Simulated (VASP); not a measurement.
KMgF3:

```
CELL_PARAMETERS angstrom
3.98590 0.00000 0.00000
0.00000 3.98590 0.00000
0.00000 0.00000 3.98590
ATOMIC_POSITIONS crystal
K 0.50000 0.50000 0.50000
Mg 0.00000 0.00000 0.00000
F 0.50000 0.00000 0.00000
F 0.00000 0.50000 0.00000
F 0.00000 0.00000 0.50000
```

```yaml
Program: VASP 6.6.1
Task: relaxation of cell and atoms
Functional: LDA
Potentials_or_basis: VASP PAW LDA potentials, release 64 (K_sv, Mg, F)
Cutoff: 600 eV
k_mesh: 8 × 8 × 8
Occupations: gaussian, width 0.03 eV
Spin: no spin polarisation
```

At the start: pressure -5.4 GPa; volume 12.67 Å³/atom.

Q: How do energy, volume and symmetry change on relaxing?

A: Over 3 steps the energy falls by 15.5 meV/atom and the volume is 11.80 Å³/atom (-6.8 %); space group Pm-3m (No. 221, to 0.05 Å).

The path:
```
step  energy change (eV)  largest force (eV/Å)  pressure (GPa)  volume (Å³)
   1              0.0000                0.0000           -5.36        63.33
   2             -0.0763                0.0000           -0.79        59.52
   3             -0.0777                0.0000           -0.02        59.00
```

Final structure:
```
K Mg F
1.0
     3.89296    0.00000    0.00000
     0.00000    3.89296    0.00000
     0.00000    0.00000    3.89296
K Mg F
1 1 3
Direct
  0.50000 0.50000 0.50000
  0.00000 0.00000 0.00000
  0.50000 0.00000 0.00000
  0.00000 0.50000 0.00000
  0.00000 0.00000 0.50000
```
